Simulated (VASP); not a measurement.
Input for VASP

**KPOINTS**
```
Automatic mesh
0
Gamma
7 7 7
0 0 0
```

### INCAR
```
SYSTEM = CaO
PREC = Accurate
ENCUT = 520
EDIFF = 1E-6
NELM = 100
ALGO = Normal
LREAL = .FALSE.
LASPH = .TRUE.
ISMEAR = 0
SIGMA = 0.05
LWAVE = .FALSE.
LCHARG = .FALSE.
ISIF = 2
METAGGA = R2SCAN
LEPSILON = .TRUE.
```

**POSCAR**
```
CaO
1
    0.0000000000     2.4531000000     2.4531000000
    2.4531000000     0.0000000000     2.4531000000
    2.4531000000     2.4531000000     0.0000000000
Ca O
1 1
Direct
  0.0000000000   0.0000000000   0.0000000000
  0.5000000000   0.5000000000   0.5000000000
```

POTCAR, in this order: Ca_sv O (PBE.64 set). Program: vasp_std.

What VASP printed:

### Question
Read input and log: which fault does this run have?
A) LEPSILON was set with a meta-GGA
B) the mesh has unequal divisions along equivalent axes and breaks the lattice's symmetry
C) EDIFF is too loose for the force threshold
D) the Γ-only program was given a k-mesh

### Answer
A, LEPSILON was set with a meta-GGA. VASP stops with an error: You have switched on METAGGA and linear-response routines. This combination is currently not supported. If you have selected LEPSILON=.TRUE., you can try using LCALCEPS=.TRUE. instead. In all other cases, VASP will stop. SOOO sorry... ----> I REFUSE TO CONTINUE WITH THIS SICK JOB ... BYE!!! <----

To mend it, use a GGA with LEPSILON, or finite fields (LCALCEPS) with the meta-GGA. The plain static run on this cell (PBE GGA, plane waves, VASP's PBE PAW potentials (set 64)) converges, and its OSZICAR ends with
```
   1 F= -.12791562E+02 E0= -.12791562E+02  d E =-.668360E-15
```

The compound is CaO in the rock salt structure. The cell was not relaxed at this level.
